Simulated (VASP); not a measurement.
VASP input:

**POSCAR**
```
Hf
1
    0.0000000000     2.1824655973     2.1824655973
    2.1824655973     0.0000000000     2.1824655973
    2.1824655973     2.1824655973     0.0000000000
Hf
1
Direct
  0.0000000000   0.0000000000   0.0000000000
```

File KPOINTS:
```
Automatic
0
G
 13 13 13
```

### INCAR
```
! general
SYSTEM =Hf
PREC   =Accurate
ENCUT  =400   ! plane-wave cut-off (eV)
LREAL  =.FALSE.   ! projection in real space or not
LASPH  =.TRUE.

! electronic loop
EDIFF  =1E-6
NELM   =100   ! most electronic steps
ALGO   =Normal   ! blocked Davidson
LMAXMIX=6

! smearing
ISMEAR =1   ! Methfessel-Paxton
SIGMA  =0.1   ! width (eV)

! ions
IBRION =2
NSW    =60
ISIF   =3   ! ions, shape and volume
EDIFFG =-0.01   ! ionic stop

! output
LWAVE  =.FALSE.
LCHARG =.FALSE.
```

POTCAR, in this order: Hf_pv (LDA.64 set). Program: vasp_std.

Problem. Translate this LDA calculation to Ansatz.

Solution. One equivalent input (not run):
Ansatz 0.2 input:
```yaml
crystal:
  lattice:
    - [0.0000000, 2.1824656, 2.1824656]
    - [2.1824656, 0.0000000, 2.1824656]
    - [2.1824656, 2.1824656, 0.0000000]
  atoms:
    - { symbol: Hf, position: [0.0000000, 0.0000000, 0.0000000] }
kpoints:
  mp_grid: { grid: [13, 13, 13] }
hamiltonian:
  xc: lda
  pseudopotentials: { kind: paw }
scf:
  occupations: { method: methfessel_paxton, width: 0.1 }
  max_iter: 100
relax:
  max_steps: 60
  f_tol: 0.01
  cell: {}
output: { forces: true, stress: true, eigenvalues: true }
```
Limits of the translation: each code has its own PAW files, so the cut-off isn't converted (ENCUT is set for VASP's; basis.ecutwfc is left out, and Ansatz then takes the one that its files recommend); Ansatz stops its SCF on the density residual and VASP on the energy change (EDIFF); Ansatz's lda is the Perdew-Wang form, while the LDA potentials of VASP carry Perdew-Zunger's.

The structure comes from a computed database's Hf entry (Fm-3m); how it stands against other phases isn't given here. It was relaxed first, which changed the volume by -7 %. The start is the result of an earlier pass.
